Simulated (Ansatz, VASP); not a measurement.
## SiC (2H polytype (invented)): VASP beside Ansatz

One calculation is typed for both programs; each brings its own data sets. How far apart do they land? The cell is taken from a series of runs on this material, whose earlier steps may have relaxed, scaled, displaced or heated it; both programs get it as it stands.

Program: Ansatz 0.2.0. Level of theory: plane waves, with VASP 6.6.1 beside it; relaxation of cell and atoms at r2SCAN. Results are calculated unless marked as measured.

### Step 1. Starting point

The structure is hexagonal, space group P6_3mc (No. 186). The conventional cell has a = 3.081 Å, b = 3.081 Å, c = 5.031 Å, α = 90.00°, β = 90.00°, γ = 120.00°. Nearest to Si lie 4 C at 1.89 Å. Nearest to C lie 4 Si at 1.89 Å. Farther neighbours are not listed.

### Step 2. VASP: relaxation of cell and atoms, r2SCAN

The relaxed volume is the usual yardstick between codes: in a stiff, nearly cubic crystal its relative difference is about their pressure difference at one cell divided by the bulk modulus.

Lines of VASP's logs that name or quote its potential files are left out, and so is its time.

File INCAR:

```
SYSTEM = SiC
PREC = Accurate
ENCUT = 660
EDIFF = 1E-07
NELM = 120
ISMEAR = 0
SIGMA = 0.02
LREAL = .FALSE.
ALGO = Normal
METAGGA = R2SCAN
LASPH = .TRUE.
NBANDS = 14
LORBIT = 11
LWAVE = .FALSE.
LCHARG = .FALSE.
ISIF = 3
IBRION = 2
NSW = 80
EDIFFG = -0.005
GGA_COMPAT = .FALSE.
NELMIN = 4
EFERMI = MIDGAP
LMIXTAU = .TRUE.
```

File POSCAR:

```
SiC
1.0
    3.0810000000      0.0000000000      0.0000000000
   -1.5405000000      2.6682240000      0.0000000000
    0.0000000000      0.0000000000      5.0312520000
Si C
2 2
Direct
    0.3333333333      0.6666666667      0.0000000000
    0.6666666667      0.3333333333      0.5000000000
    0.3333333333      0.6666666667      0.3750000994
    0.6666666667      0.3333333333      0.8750000994
```

File KPOINTS:

```
Automatic mesh
0
Gamma
9 9 4
0 0 0
```

The projector-augmented-wave data sets are Si and C (PBE family, release 64).

Started as:

```
$ mpirun -np 1 vasp_std
```

Numbers of over 12 decimals in the logs are rounded to 6 here.

Log:

```text
[banner, memory and clock lines left out]
running    1 mpi-ranks, on    1 nodes
 distrk:  each k-point on    1 cores,    1 groups
 distr:  one band on    1 cores,    1 groups

 POSCAR found type information on POSCAR SiC
 POSCAR found :  2 types and       4 ions
|                                                                             |
|               ----> ADVICE to this user running VASP <----                  |
|                                                                             |
|     You enforced a specific xc type in the INCAR file but a different       |
|     [... a line on the potential file left out ...]
|     I HOPE YOU KNOW WHAT YOU ARE DOING!                                     |
|                                                                             |

 LDA part: xc-table for (None), standard interpolation
 POSCAR, INCAR and KPOINTS ok, starting setup
 FFT: planning ... GRIDC
 FFT: planning ... GRID_SOFT
 FFT: planning ... GRID
 WAVECAR not read
 entering main loop
       N       E                     dE             d eps       ncg     rms          rms(c)
DAV:   1     0.277077382298E+02    0.27708E+02   -0.86751E+03  1008   0.128E+03
DAV:   2    -0.413969655981E+02   -0.69105E+02   -0.62856E+02  1428   0.193E+02
DAV:   3    -0.446218065710E+02   -0.32248E+01   -0.32057E+01  1416   0.390E+01
DAV:   4    -0.446522290844E+02   -0.30423E-01   -0.30418E-01  1092   0.456E+00
DAV:   5    -0.446525753636E+02   -0.34628E-03   -0.34623E-03  1422   0.466E-01    0.130E+01
DAV:   6    -0.390018403058E+02    0.56507E+01   -0.82720E+00  1302   0.183E+01    0.753E+00
DAV:   7    -0.380429643369E+02    0.95888E+00   -0.79973E-01  1308   0.688E+00    0.283E+00
DAV:   8    -0.384261950965E+02   -0.38323E+00   -0.69999E-01  1194   0.691E+00    0.175E+00
DAV:   9    -0.384601807580E+02   -0.33986E-01   -0.21153E-01  1068   0.451E+00    0.445E-01
DAV:  10    -0.386370157923E+02   -0.17684E+00   -0.67638E-02  1038   0.269E+00    0.397E-01
DAV:  11    -0.386388831564E+02   -0.18674E-02   -0.31284E-03  1308   0.547E-01    0.167E-01
DAV:  12    -0.386441093629E+02   -0.52262E-02   -0.49844E-03  1038   0.802E-01    0.434E-02
DAV:  13    -0.386449048801E+02   -0.79552E-03   -0.41638E-04  1122   0.235E-01    0.452E-02
DAV:  14    -0.386446372185E+02    0.26766E-03   -0.68802E-05  1236   0.985E-02    0.333E-02
DAV:  15    -0.386450201016E+02   -0.38288E-03   -0.23822E-04  1050   0.167E-01    0.122E-02
DAV:  16    -0.386450458285E+02   -0.25727E-04   -0.69416E-06  1212   0.324E-02    0.675E-03
DAV:  17    -0.386450459911E+02   -0.16259E-06   -0.57198E-07  1218   0.771E-03    0.269E-03
DAV:  18    -0.386450469903E+02   -0.99918E-06   -0.16780E-07   772   0.359E-03    0.201E-03
DAV:  19    -0.386450469219E+02    0.68421E-07   -0.61733E-08   582   0.309E-03
   1 F= -.38645047E+02 E0= -.38645047E+02  d E =-.386450E+02
[...]
2 F= -.38643425E+02 E0= -.38643425E+02  d E =0.162160E-02
[...]
3 F= -.38647222E+02 E0= -.38647222E+02  d E =-.217477E-02
[...]
4 F= -.38647221E+02 E0= -.38647221E+02  d E =-.217417E-02
 curvature:  -0.21 expect dE=-0.153E-04 dE for cont linesearch -0.566E-06
 ZBRENT: accuracy reached
 trial: gam=-0.00912 g(F)=  0.363E-04 g(S)=  0.350E-04 ort = 0.164E-03 (trialstep = 0.884E+00)
 search vector abs. value=  0.692E-04
 bond charge predicted
       N       E                     dE             d eps       ncg     rms          rms(c)
DAV:   1    -0.386472516453E+02   -0.30606E-04   -0.20324E-03  1092   0.364E-01    0.161E-02
DAV:   2    -0.386472471938E+02    0.44515E-05   -0.20820E-05  1334   0.365E-02    0.938E-03
DAV:   3    -0.386472457046E+02    0.14891E-05   -0.63202E-06  1152   0.207E-02    0.246E-03
DAV:   4    -0.386472458218E+02   -0.11720E-06   -0.16766E-06  1182   0.128E-02    0.129E-03
DAV:   5    -0.386472464811E+02   -0.65930E-06   -0.29481E-07  1062   0.542E-03    0.775E-04
DAV:   6    -0.386472464148E+02    0.66286E-07   -0.41479E-08   528   0.204E-03
   5 F= -.38647246E+02 E0= -.38647246E+02  d E =-.253219E-04
 trial-energy change:   -0.000025  1 .order   -0.000025   -0.000062    0.000011
 step:   0.7481(harm=  0.7481)  dis= 0.00054  next Energy=   -38.647247 (dE=-0.261E-04)
 reached required accuracy - stopping structural energy minimisation
```

OUTCAR, selected parts (step 2):

```text
ion  position               nearest neighbor table
   1  0.333  0.667  0.000-   4 1.89   4 1.89   4 1.89   3 1.89   2 3.08   2 3.08   2 3.08   2 3.08
                             2 3.08   2 3.08
   2  0.667  0.333  0.500-   3 1.89   3 1.89   3 1.89   4 1.89   1 3.08   1 3.08   1 3.08   1 3.08
                             1 3.08   1 3.08
   3  0.333  0.667  0.375-   2 1.89   2 1.89   2 1.89   1 1.89
   4  0.667  0.333  0.875-   1 1.89   1 1.89   1 1.89   2 1.89

  LATTYP: Found a hexagonal cell.
 ALAT       =     3.0810000000
 C/A-ratio  =     1.6329931840

 Subroutine GETGRP returns: Found 12 space group operations
 (whereof  6 operations were pure point group operations)

The static configuration has the point symmetry C_3v.
 The point group associated with its full space group is C_6v.

 Found     36 irreducible k-points:

   k-points           NKPTS =     36   k-points in BZ     NKDIM =     36   number of bands    NBANDS=     14

   dimension x,y,z NGX =    28 NGY =   28 NGZ =   42
   dimension x,y,z NGXF=    56 NGYF=   56 NGZF=   84

   ENCUT  =  660.0 eV  48.51 Ry    6.96 a.u.   6.45  6.45 10.54*2*pi/ulx,y,z

   NELECT =      16.0000    total number of electrons

 k-points in reciprocal lattice and weights: Automatic mesh
   0.00000000  0.00000000  0.00000000       0.003
   0.11111111  0.00000000  0.00000000       0.019
   0.22222222  0.00000000  0.00000000       0.019
   0.33333333  0.00000000  0.00000000       0.019
   0.44444444  0.00000000  0.00000000       0.019
   0.11111111  0.11111111  0.00000000       0.019
   0.22222222  0.11111111  0.00000000       0.037
   0.33333333  0.11111111  0.00000000       0.037
   0.44444444  0.11111111  0.00000000       0.019
[...]
0.33333333  0.22222222  0.50000000       0.037
   0.33333333  0.33333333  0.50000000       0.006

 average (electrostatic) potential at core
       1 -83.2955       2 -83.2955       3 -46.6222       4 -46.6222

 E-fermi :   9.4942

 k-point     1 :       0.0000    0.0000    0.0000
  band No.  band energies     occupation
    ...
      4       6.7793      2.00000
      5       6.7793      2.00000
      6       8.0508      2.00000
      7       8.1658      2.00000
      8       8.1658      2.00000
      9      13.5629      0.00000
     10      14.9643      0.00000
     11      15.3702      0.00000
     12      15.3702      0.00000
     13      16.5191      0.00000
    ...

 k-point     2 :       0.1111    0.0000    0.0000
  band No.  band energies     occupation
    ...
      4       5.6199      2.00000
      5       6.4118      2.00000
      6       7.3489      2.00000
      7       7.8968      2.00000
      8       8.0359      2.00000
      9      14.0010      0.00000
     10      15.0488      0.00000
     11      15.5610      0.00000
     12      15.8167      0.00000
     13      16.6289      0.00000
    ...

 k-point     3 :       0.2222    0.0000    0.0000
  band No.  band energies     occupation
    ...
      4       3.4142      2.00000
      5       5.5597      2.00000
      6       5.6960      2.00000
      7       7.3348      2.00000
      8       7.6449      2.00000
      9      12.9970      0.00000
     10      14.9573      0.00000
     11      15.9465      0.00000
     12      16.3990      0.00000
     13      16.7697      0.00000
    ...

  Total        0.0051429      0.0051428      0.0151590      0.0000000      0.0000000      0.0000000
  in kB        0.1996630      0.1996629      0.5885229      0.0000000      0.0000000      0.0000000
  external PRESSURE =       0.3292830 kB  Pullay stress =       0.0000000 kB

  energy-cutoff  :      660.00
  volume of cell :       41.27
      direct lattice vectors                 reciprocal lattice vectors
     3.073424421 -0.000000000  0.000000000     0.325369966  0.187852456  0.000000000
    -1.536712210  2.661663358  0.000000000     0.000000000  0.375704913  0.000000000
     0.000000000  0.000000000  5.044769100    -0.000000000 -0.000000000  0.198225128

 POSITION                                       TOTAL-FORCE (eV/Angst)
 -----------------------------------------------------------------------------------
     -0.00000      1.77444      5.04283         0.000000     -0.000000     -0.004785
      1.53671      0.88722      2.52044         0.000000      0.000000     -0.004785
     -0.00000      1.77444      1.89373        -0.000000      0.000000      0.004785
      1.53671      0.88722      4.41612         0.000000     -0.000000      0.004785
 -----------------------------------------------------------------------------------
    total drift:                               -0.000000      0.000000     -0.000462

  FREE ENERGIE OF THE ION-ELECTRON SYSTEM (eV)
  ---------------------------------------------------
  free  energy   TOTEN  =       -38.6472464148 eV

  energy  without entropy=      -38.6472464148  energy(sigma->0) =      -38.64724641

 reached required accuracy - stopping structural energy minimisation

 total charge
# of ion       s       p       d       tot
------------------------------------------
    1        0.703   0.977   0.000   1.680
    2        0.703   0.977   0.000   1.680
    3        0.849   1.720   0.000   2.569
    4        0.849   1.720   0.000   2.569
--------------------------------------------------
tot          3.104   5.395   0.000   8.499

[... 3 further parts left out ...]
```

CONTCAR:

```
SiC
   1.00000000000000
     3.0734244208600927   -0.0000000000000000    0.0000000000000000
    -1.5367122104300464    2.6616633580000140    0.0000000000000000
     0.0000000000000000    0.0000000000000000    5.0447690997725525
  Si              C
     2     2
Direct
     0.3333333332999970    0.6666666667000030    0.9996147161439261
     0.6666666667000030    0.3333333332999970    0.4996147161439261
     0.3333333332999970    0.6666666667000030    0.3753853832560715
     0.6666666667000030    0.3333333332999970    0.8753853832560715
```

### Step 3. Ansatz: relaxation of cell and atoms, r2SCAN

Ansatz runs on its PAW soft_1 files.

The same cell, functional, mesh and smearing now go to Ansatz, which takes its cutoff from its data sets.

File input.yaml:

```yaml
crystal:
  lattice:
    - [3.081, 0.0, 0.0]
    - [-1.5405, 2.668224, 0.0]
    - [0.0, 0.0, 5.031252]
  atoms:
    - { symbol: Si, position: [0.333333, 0.666667, 0.0] }
    - { symbol: Si, position: [0.666667, 0.333333, 0.5] }
    - { symbol: C, position: [0.333333, 0.666667, 0.375] }
    - { symbol: C, position: [0.666667, 0.333333, 0.875] }
kpoints:
  mp_grid: { grid: [9, 9, 4] }
hamiltonian:
  xc: r2scan
  pseudopotentials: { kind: paw, azcp: { folder: soft_1 } }
scf:
  occupations: { method: gaussian, width: 0.02 }
output:
  forces: true
  stress: true
  eigenvalues: true
  write_density: true
  write_potential: true
  elf: true
  volumetric_format: npy
relax:
  adjacent_minimum: "off"
  f_tol: 0.005
  max_steps: 80
  cell: { stress_tol: 0.05 }
```

Started as:

```
$ ansatz run input.yaml --threads 4 --pin off --max-ram 9216MiB --backend cpu --events-out ev --progress --plain --runs-dir out
```

Log:

```text
Warning: the atoms were moved onto the symmetric positions of the space group found under crystal.symmetry.tolerance 1.0e-5 (fractional; no operation is sought that the atoms, as they stand in a round, miss by more than twice it, and no atom is moved by as much as it), and the run uses the moved positions. Before a round's move an operation carried an atom to 3.08e-6 Å from where it should land, the largest such dist [...]
Engine: ansatz 0.2.0, x86_64-unknown-linux-gnu
Pseudopotentials: kind: paw
Pseudopotential: Si, paw, valence charge 4, recommended cutoff 500 eV (meta_gga), soft_1/Si.paw.azcp
Pseudopotential: C, paw, valence charge 4, recommended cutoff 500 eV (meta_gga), soft_1/C.paw.azcp
Functional definition: r2SCAN
  parameter k0 = 0.174
  parameter k1 = 0.065
  parameter a1 = 4.9479
  exchange = r2scan_x(k0 = k0, k1 = k1, a1 = a1)
  correlation = r2scan_c
Crystal: 4 atoms, lattice volume = 41.361 Å³
Basis set: ecut = 500 eV, 1087 PW (Γ), exchange–correlation on 96×96×160 points (64 copies of the dense FFT grid, shifted against one another)
Bands: 12, of which v1, the nominal top of the filled ones, is band 8 counted from 1 (7 counted from 0)
Symmetry: 12 space group operations
Space group: P63mc (ITA 186), of the structure as read, at distance tolerance 3.5e-5 Å
k-points: 36 of 324 (time reversal used)
Non-local potential: Si, projectors of the file, l = 0: 2, l = 1: 2, l = 2: 1
Non-local potential: C, projectors of the file, l = 0: 2, l = 1: 2, l = 2: 1
PAW form: soft (Blöchl's): semilocal exchange-correlation on the pseudo side does not see the compensation charge
PAW frozen core: Si, regenerated for the run's functional (the file was generated under x = pbe(κ = 0.804, μ = 0.219515), c = pbe(β = 0.066725))
PAW frozen core: C, regenerated for the run's functional (the file was generated under x = pbe(κ = 0.804, μ = 0.219515), c = pbe(β = 0.066725))
PAW one-centre angular grid: Si, 302 points (default); XC on 160 Gauss nodes
PAW one-centre angular grid: C, 302 points (default); XC on 219 of its mesh's 2255 points in the sphere
[...]
SCF iter   6: F=—  HF=-1782.642517 eV  |F-HF|=—  |Δ(HF+E_count)|=   5.56e-5  Δρ=7.35e-5  dr2=1.71e-6  dr2_τ=2.05e-8  ethr=5.93e-7  ⟨swp⟩=2.1  Hψ=722  notcnv=0
SCF iter   7: F=-1782.642516 eV  HF=-1782.642516 eV  |F-HF|=3.10e-9  |Δ(HF+E_count)|=   1.34e-7  Δρ=4.83e-6  dr2=8.62e-9  dr2_τ=5.64e-10  ethr=6.25e-10  ⟨swp⟩=11.2  Hψ=3811  notcnv=0
SCF 1 converged in 7 iterations: F = -1782.642516 eV  dr2 = 8.62e-9
  greatest PAW one-centre occupation: 0.659 electrons in one spin orbital (limit 2), on the C atom at site 3 (counted from 0), in its partial waves of l = 0
relax step   1: F+E_penalty+E_count = -1782.64251644 eV  Δ(F+E_penalty+E_count) = +0.000e0 eV  max|allowed force component| = 1.256e-1 eV/Å  Δτ_max = 0.0000 Å  P = -0.035 GPa  Ω = 41.361 Å³  (7 SCF iters, dr2 threshold 1.00e-7 eV, accepted)
[...]
relax step   2: F+E_penalty+E_count = -1782.64377437 eV  Δ(F+E_penalty+E_count) = -1.258e-3 eV  max|allowed force component| = 1.225e-1 eV/Å  Δτ_max = 0.0013 Å  P = -0.004 GPa  Ω = 41.356 Å³  energy of the carried Pulay correction = +1.210e-6 eV  (3 SCF iters, dr2 threshold 4.00e-7 eV, accepted)
[...]
relax step   3: F+E_penalty+E_count = -1782.64427869 eV  Δ(F+E_penalty+E_count) = -5.043e-4 eV  max|allowed force component| = 7.432e-2 eV/Å  Δτ_max = 0.0013 Å  P = -0.008 GPa  Ω = 41.357 Å³  energy of the carried Pulay correction = +1.126e-6 eV  (3 SCF iters, dr2 threshold 4.00e-7 eV, accepted)
[...]
relax step   4: F+E_penalty+E_count = -1782.64457548 eV  Δ(F+E_penalty+E_count) = -2.968e-4 eV  max|allowed force component| = 1.157e-3 eV/Å  Δτ_max = 0.0020 Å  P = +0.007 GPa  Ω = 41.355 Å³  energy of the carried Pulay correction = +1.692e-6 eV  (3 SCF iters, dr2 threshold 3.45e-7 eV, accepted)
[...]
relax step   5: F+E_penalty+E_count = -1782.64457479 eV  Δ(F+E_penalty+E_count) = +6.909e-7 eV  max|allowed force component| = 1.326e-3 eV/Å  Δτ_max = 0.0000 Å  P = +0.007 GPa  Ω = 41.355 Å³  stress off target by 8.67e-3 GPa  SCF on the basis re-selected at this cell (its energy is not comparable with the rows above)  (4 SCF iters)
basis re-selected at this cell: Δ(F+E_penalty+E_count) = +6.909e-7 eV, ΔP = +0.000 GPa vs the last step (what re-selecting the basis moved, of the pressure what is left beyond the Pulay correction that the steps carried, after the strain that the cell walked since its last selection, with what the two solves' SCF thresholds leave and, on support functions, any second-order correction that the steps lacked; it is no m [...]
SCF converged after 4 iterations
Free energy (F): -1782.644575 eV
Harris-Foulkes:  -1782.644575 eV  (|F-HF|=2.02e-11)
Internal energy: -1782.644575 eV  (E = F + TS)
E sigma→0 (E₀):  -1782.644575 eV
Fermi energy:    10.851366 eV
--- Per-component energies (eV) ---
  E_band       = 51.118763
  E_kinetic    = 267.733134
  E_local      = -191.789180  (includes V_loc(G=0)·N_el)
  E_nonlocal   = 87.881509
  E_hartree    = 65.421173
  E_xc         = -202.970086
  E_vxc        = -235.742074  (∫ρ·V_xc dr)
  E_paw        = -1239.840392  (= ΣΔE_a)
  E_vpaw       = -18.762387  (= ΣTr[D̂ρ^β])
  E_aug_tail   = 0.000029  (compensation charges beyond the density's cutoff)
  E_vtau       = 10.955358  (kinetic-family band-sum trace: ∫τ·v_τ [+ j·A + Jᵃ·Aᵃ] dr)
  E_ewald      = -568.878348
  E_core_change = -0.202414  (= ΣΔE_core)
  E_smearing   = -0.000000  (= −TS)
  E_closure    = 0.000000  (closes the sum)
  Σ components = -1782.644575   (vs F -1782.644575, Δ=0.00e0)
--- Forces (eV/Å), atoms counted from 1 ---
  atom   1  Si    -0.00000000    -0.00000000    -0.00131862
  atom   2  Si     0.00000000     0.00000000    -0.00131862
  atom   3  C     -0.00000000    -0.00000000     0.00133363
  atom   4  C      0.00000000     0.00000000     0.00133363
  max |Σ_I F_I| component: 3.00e-5 eV/Å
--- Stress (GPa, compression-positive) ---
        0.006279       0.000000      -0.000000
        0.000000       0.006279       0.000000
       -0.000000       0.000000       0.008674
  P = ⅓ Tr σ = 0.0071 GPa (0.071 kbar)
--- Band table (eV; the first three rows and the last of 36) ---
  k-point 0: bands = [... 4 lower, 8.1408, 9.4134, 9.5260, 9.5260, 14.8846, 16.2604, 16.7107, 16.7107]
  k-point 1: bands = [... 4 lower, 8.3175, 8.3175, 9.2930, 9.2930, 15.1749, 16.8295, 16.8295, 17.1352]
  k-point 2: bands = [... 4 lower, 8.7772, 8.7772, 8.7772, 8.7772, 16.0033, 16.0033, 17.4089, 17.4089]
  k-point 35: bands = [... 4 lower, 3.6943, 3.6943, 7.7019, 7.7019, 15.1061, 15.1061, 16.0796, 16.0796]
--- Relaxed structure (4 steps of the walk, 4 accepted, 1 SCFs on fresh bases) ---
  F+E_penalty+E_count = -1782.64457479 eV   max|allowed force component| = 1.326e-3 eV/Å   (the final SCF, on the basis selected at the relaxed cell)
  cell:  # Å, volume = 41.3546 Å³
    - [3.075518, 0.0, 0]
    - [-1.537759, 2.663477, 0]
    - [0, 0, 5.048437]
  atoms:
    - { symbol: Si, position: [0.333333, 0.666667, -0.000398622] }
    - { symbol: Si, position: [0.666667, 0.333333, 0.499601] }
    - { symbol: C, position: [0.333333, 0.666667, 0.375399] }
    - { symbol: C, position: [0.666667, 0.333333, 0.875399] }
```

### Step 4. Side by side

Known differences besides the potentials themselves: VASP keeps PBE cores, Ansatz makes them for the functional; the cutoff is 500 eV in Ansatz and 660 eV in VASP; Ansatz adds a Pulay correction to the stress that steers its cell, VASP none. Total energies have different zeros and are not compared.

Both answers:

```csv
quantity,Ansatz,VASP,difference
volume (Å³),41.35,41.27,+0.21 %
"edge a after relaxation, in the typed setting (Å)",3.075,3.073,+0.07 %
"edge c after relaxation, in the typed setting (Å)",5.048,5.045,+0.07 %
```

### Step 5. What came out

```yaml
difference_in_volume_relaxation_of_cell_and_atoms_r2scan: 0.21 %
```

In words: The difference in volume is 0.21 % (relaxation of cell and atoms, r2SCAN), within the 1.2 % picked in this series as the mark of a large difference, as far as the stopping tolerances let one tell. How closely two codes agree says nothing of how well the functional describes the real material.

[Lines on the potential files, build, host, timing and source positions are cut from VASP's logs without a mark.]

[Logs are printed without paths, hosts, clocks, repeated set-up lines and the standing remarks that a program may print on its own settings, such as how far it seeks lower states.]

[Hosts, paths, dates, database ids (printed as entryN), source tags and the programs' standing remarks are cut or masked in the printed files.]
